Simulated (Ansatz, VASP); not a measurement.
# Cross-check of Au (Au(110)) between VASP and Ansatz

Wanted: the spread between two codes on one cell, functional and k mesh.

Calculated with Ansatz 0.2.0; plane waves, with VASP 6.6.1 beside it; single point at PBEsol.

**1. The structure**

The cell holds 9 atoms: 9 Au. Cell: a = 4.082 Å, b = 2.886 Å, c = 26.546 Å, α = 90.0°, β = 90.0°, γ = 90.0°. It derives from Au. As first built, before any earlier steps moved the atoms: 9 layers of fcc Au, cut at this functional's lattice. Vacuum lies along c.

**2. VASP: single point, PBEsol**

With cell and atoms fixed, the geometry can't cause a difference; cores, projectors, grids and the points listed under the comparison can.

Lines of VASP's logs that name or quote its potential files are left out, and so is its time.

INCAR reads:

```
SYSTEM = Au
PREC = Normal
ENCUT = 320
EDIFF = 1E-06
NELM = 120
ISMEAR = 1
SIGMA = 0.15
LREAL = .FALSE.
ALGO = Fast
GGA = PS
NBANDS = 61
LASPH = .TRUE.
LORBIT = 11
LWAVE = .FALSE.
LCHARG = .TRUE.
KPAR = 4
IDIPOL = 3
LDIPOL = .TRUE.
DIPOL = 0.5 0.5 0.5
LVHAR = .TRUE.
LVACPOTAV = .TRUE.
NEDOS = 1500
```

POSCAR reads:

```
Au
1.0
    4.0819858084      0.0000000000      0.0000000000
    0.0000000000      2.8863998458      0.0000000000
    0.0000000000      0.0000000000     26.5455993833
Au
9
Direct
    0.0000000000      0.0000000000      0.2866073251
    0.5000000000      0.5000000000      0.3335553730
    0.0000000000      0.0000000000      0.3925495838
    0.5000000000      0.5000000000      0.4451600512
    0.0000000000      0.0000000000      0.5000000000
    0.5000000000      0.5000000000      0.5548399488
    0.0000000000      0.0000000000      0.6074504162
    0.5000000000      0.5000000000      0.6664446270
    0.0000000000      0.0000000000      0.7133926749
```

KPOINTS reads:

```
Automatic mesh
0
Gamma
7 10 1
0 0 0
```

PAW data sets: Au (PBE family, release 64).

Run with:

```sh
$ mpirun -np 4 vasp_std
```

Numbers of over 12 decimals in the logs are rounded to 6 here.

The program printed:

```text
[banner, memory and clock lines left out]
running    4 mpi-ranks, on    1 nodes
 distrk:  each k-point on    1 cores,    4 groups
 distr:  one band on    1 cores,    1 groups

 POSCAR found type information on POSCAR Au
 POSCAR found :  1 types and       9 ions
|                                                                             |
|               ----> ADVICE to this user running VASP <----                  |
|                                                                             |
|     You enforced a specific xc type in the INCAR file but a different       |
|     [... a line on the potential file left out ...]
|     I HOPE YOU KNOW WHAT YOU ARE DOING!                                     |
|                                                                             |

 LDA part: xc-table for (Slater+PW92), standard interpolation
 POSCAR, INCAR and KPOINTS ok, starting setup
 FFT: planning ... GRIDC
 FFT: planning ... GRID_SOFT
 FFT: planning ... GRID
 WAVECAR not read
 entering main loop
       N       E                     dE             d eps       ncg     rms          rms(c)
DAV:   1     0.523144827978E+03    0.52314E+03   -0.36188E+04  2960   0.977E+02
DAV:   2    -0.129450586042E+02   -0.53609E+03   -0.50316E+03  3441   0.251E+02
DAV:   3    -0.359339476446E+02   -0.22989E+02   -0.22308E+02  3244   0.493E+01
DAV:   4    -0.364228049678E+02   -0.48886E+00   -0.48740E+00  3451   0.734E+00
DAV:   5    -0.364354032566E+02   -0.12598E-01   -0.12591E-01  3327   0.116E+00    0.264E+01
RMM:   6    -0.337686115207E+02    0.26668E+01   -0.72093E+00  3098   0.116E+01    0.173E+01
RMM:   7    -0.341470198380E+02   -0.37841E+00   -0.27748E+00  3224   0.573E+00    0.670E+00
RMM:   8    -0.337695798962E+02    0.37744E+00   -0.14872E+00  3332   0.389E+00    0.382E+00
RMM:   9    -0.335287569050E+02    0.24082E+00   -0.16637E-01  3054   0.166E+00    0.835E-01
RMM:  10    -0.335159164332E+02    0.12840E-01   -0.18988E-02  3214   0.496E-01    0.281E-01
RMM:  11    -0.335157405190E+02    0.17591E-03   -0.22556E-03  3325   0.160E-01    0.138E-01
RMM:  12    -0.335157528350E+02   -0.12316E-04   -0.83895E-04  3304   0.107E-01    0.383E-02
RMM:  13    -0.335157349860E+02    0.17849E-04   -0.11844E-04  3321   0.390E-02    0.146E-02
RMM:  14    -0.335157320051E+02    0.29809E-05   -0.30116E-05  3392   0.180E-02    0.739E-03
RMM:  15    -0.335157314036E+02    0.60153E-06   -0.65710E-06  2698   0.822E-03
|                                                                             |
|           W    W    AA    RRRRR   N    N  II  N    N   GGGG   !!!           |
|           W    W   A  A   R    R  NN   N  II  NN   N  G    G  !!!           |
|           W    W  A    A  R    R  N N  N  II  N N  N  G       !!!           |
|           W WW W  AAAAAA  RRRRR   N  N N  II  N  N N  G  GGG   !            |
|           WW  WW  A    A  R   R   N   NN  II  N   NN  G    G                |
|           W    W  A    A  R    R  N    N  II  N    N   GGGG   !!!           |
|                                                                             |
|     Did not find any points to average over, which means that no vacuum     |
|     field-free region was found. Please increase the size of  your cell     |
|     in the dimension of the dipole correction to obtain accurate            |
|     workfunction values.                                                    |
|                                                                             |

   1 F= -.33515731E+02 E0= -.33517129E+02  d E =0.419398E-02
```

Parts of OUTCAR (step 2):

```text
ion  position               nearest neighbor table
   1  0.000  0.000  0.287-   2 2.79   2 2.79   2 2.79   2 2.79   3 2.81
   2  0.500  0.500  0.334-   1 2.79   1 2.79   1 2.79   1 2.79   3 2.95   3 2.95   3 2.95   3 2.95
                             4 2.96
   3  0.000  0.000  0.393-   1 2.81   5 2.85   4 2.86   4 2.86   4 2.86   4 2.86   2 2.95   2 2.95
                             2 2.95   2 2.95
   4  0.500  0.500  0.445-   3 2.86   3 2.86   3 2.86   3 2.86   5 2.89   5 2.89   5 2.89   5 2.89
                             6 2.91   2 2.96
   5  0.000  0.000  0.500-   3 2.85   7 2.85   6 2.89   4 2.89   4 2.89   6 2.89   4 2.89   6 2.89
                             4 2.89   6 2.89
   6  0.500  0.500  0.555-   7 2.86   7 2.86   7 2.86   7 2.86   5 2.89   5 2.89   5 2.89   5 2.89
                             4 2.91   8 2.96
   7  0.000  0.000  0.607-   9 2.81   5 2.85   6 2.86   6 2.86   6 2.86   6 2.86   8 2.95   8 2.95
                             8 2.95   8 2.95
   8  0.500  0.500  0.666-   9 2.79   9 2.79   9 2.79   9 2.79   7 2.95   7 2.95   7 2.95   7 2.95
                             6 2.96
   9  0.000  0.000  0.713-   8 2.79   8 2.79   8 2.79   8 2.79   7 2.81

  LATTYP: Found a simple orthorhombic cell.
 ALAT       =     2.8863998458
 B/A-ratio  =     1.4142135624
 C/A-ratio  =     9.1967852001

 Subroutine GETGRP returns: Found  8 space group operations
 (whereof  8 operations were pure point group operations)

The static configuration has the point symmetry D_2h.

 Found     24 irreducible k-points:

   k-points           NKPTS =     24   k-points in BZ     NKDIM =     24   number of bands    NBANDS=     61

   dimension x,y,z NGX =    18 NGY =   14 NGZ =  120
   dimension x,y,z NGXF=    36 NGYF=   28 NGZF=  240

   ENCUT  =  320.0 eV  23.52 Ry    4.85 a.u.   5.95  4.21 38.72*2*pi/ulx,y,z

   NELECT =      99.0000    total number of electrons

 k-points in reciprocal lattice and weights: Automatic mesh
   0.00000000  0.00000000  0.00000000       0.014
   0.14285714  0.00000000  0.00000000       0.029
   0.28571429  0.00000000  0.00000000       0.029
   0.42857143  0.00000000  0.00000000       0.029
   0.00000000  0.10000000  0.00000000       0.029
   0.14285714  0.10000000  0.00000000       0.057
   0.28571429  0.10000000  0.00000000       0.057
   0.42857143  0.10000000  0.00000000       0.057
   0.00000000  0.20000000  0.00000000       0.029
[...]
0.28571429  0.50000000  0.00000000       0.029
   0.42857143  0.50000000  0.00000000       0.029

 dipolmoment           0.000000      0.000000     -0.000000 electrons x Angstroem

 average (electrostatic) potential at core
       1 -70.8463       2 -71.3006       3 -71.3741       4 -71.4111       5 -71.3763
       6 -71.4111       7 -71.3741       8 -71.3006       9 -70.8463

 E-fermi :   1.9148

 k-point     1 :       0.0000    0.0000    0.0000
  band No.  band energies     occupation
    ...
     46       0.0425      2.00000
     47       0.0540      2.00000
     48       0.3671      2.00000
     49       0.4194      2.00000
     50       0.9978      2.00000
     51       2.1502     -0.04901
     52       3.6063     -0.00000
     53       4.0267     -0.00000
     54       5.1395      0.00000
     55       5.6807      0.00000
    ...

 k-point     2 :       0.1429    0.0000    0.0000
  band No.  band energies     occupation
    ...
     46       0.0171      2.00000
     47       0.1373      2.00000
     48       0.3051      2.00000
     49       0.3383      2.00000
     50       1.0239      2.00000
     51       2.2291     -0.01163
     52       2.2773     -0.00334
     53       3.5815     -0.00000
     54       4.1833     -0.00000
     55       5.1504      0.00000
    ...

 k-point     3 :       0.2857    0.0000    0.0000
  band No.  band energies     occupation
    ...
     48       0.2361      2.00000
     49       0.2592      2.00000
     50       0.4139      2.00000
     51       1.1543      2.00000
     52       1.5505      2.00316
     53       2.6908     -0.00000
     54       2.7849     -0.00000
     55       4.0736     -0.00000
     56       4.4024     -0.00000
     57       6.4882      0.00000
    ...

  Total       -2.7826657     -4.1516727     -1.3400731      0.0000000      0.0000000      0.0000000
  in kB      -14.2544708    -21.2673399     -6.8646524      0.0000000      0.0000000      0.0000000
  external PRESSURE =     -14.1288210 kB  Pullay stress =       0.0000000 kB

  energy-cutoff  :      320.00
  volume of cell :      312.77
      direct lattice vectors                 reciprocal lattice vectors
     4.081985808  0.000000000  0.000000000     0.244978804  0.000000000  0.000000000
     0.000000000  2.886399846  0.000000000     0.000000000  0.346452347  0.000000000
     0.000000000  0.000000000 26.545599383     0.000000000  0.000000000  0.037671027

 POSITION                                       TOTAL-FORCE (eV/Angst)
 -----------------------------------------------------------------------------------
      0.00000      0.00000      7.60816        -0.000000     -0.000000      0.004365
      2.04099      1.44320      8.85443         0.000000     -0.000000      0.014790
      0.00000      0.00000     10.42046        -0.000000     -0.000000      0.028040
      2.04099      1.44320     11.81704         0.000000     -0.000000      0.016566
      0.00000      0.00000     13.27280         0.000000     -0.000000     -0.000000
      2.04099      1.44320     14.72856         0.000000     -0.000000     -0.016566
      0.00000      0.00000     16.12514         0.000000     -0.000000     -0.028040
      2.04099      1.44320     17.69117         0.000000     -0.000000     -0.014790
      0.00000      0.00000     18.93744         0.000000      0.000000     -0.004365
 -----------------------------------------------------------------------------------
    total drift:                                0.000000      0.000000     -0.000000

  FREE ENERGIE OF THE ION-ELECTRON SYSTEM (eV)
  ---------------------------------------------------
  free  energy   TOTEN  =       -33.5157314036 eV

  energy  without entropy=      -33.5199253821  energy(sigma->0) =      -33.51712940

 vacuum level on the upper side and lower side of the slab         6.977         6.977

 total charge
# of ion       s       p       d       tot
------------------------------------------
    1        0.569   0.246   8.784   9.599
    2        0.539   0.339   8.741   9.620
    3        0.536   0.352   8.751   9.639
    4        0.532   0.359   8.745   9.636
    5        0.537   0.362   8.748   9.647
    6        0.532   0.359   8.745   9.636
    7        0.536   0.352   8.751   9.639
    8        0.539   0.339   8.741   9.620
    9        0.569   0.246   8.784   9.599
--------------------------------------------------
tot          4.888   2.956  78.791  86.635

[... 3 further parts left out ...]
```

This run has no spin polarisation. Its electron count is odd, so without a moment it is a metal by construction.

(Part 1 of 2 ends here.)

[Lines on the potential files, build, host, timing and source positions are cut from VASP's logs without a mark.]

[Logs are printed without paths, hosts, clocks, repeated set-up lines and the standing remarks that a program may print on its own settings, such as how far it seeks lower states.]

[Hosts, paths, dates, database ids (printed as entryN), source tags and the programs' standing remarks are cut or masked in the printed files.]
